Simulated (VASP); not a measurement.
Energy against volume of GaN (zinc blende). Method: SCAN meta-GGA, VASP's PBE PAW potentials (set 64) (plane waves; VASP 6.6.1).

| V (Å³/atom) | E (eV/atom) |
|---|---|
| 10.689 | -13.41169 |
| 11.030 | -13.43452 |
| 11.371 | -13.44211 |
| 11.712 | -13.43676 |
| 12.053 | -13.42080 |

Fit a third-order Birch-Murnaghan equation of state.

```yaml
volume_per_atom: 11.39 Å³/atom
bulk_modulus: 198 GPa
pressure_derivative_of_the_bulk_modulus: 4.97
lattice_constant_a: 4.500 Å
```

Measured: a 4.500 Å at 300 K (computed value off by +0.0 %), as given by I. Vurgaftman et al., Journal of Applied Physics (2001), doi:10.1063/1.1368156. The calculation is for a static lattice, while the measured a holds thermal and zero-point effects, which are part of the difference.

The compound is GaN in the zinc blende structure, a metastable form; wurtzite is the usual one. It was relaxed first.
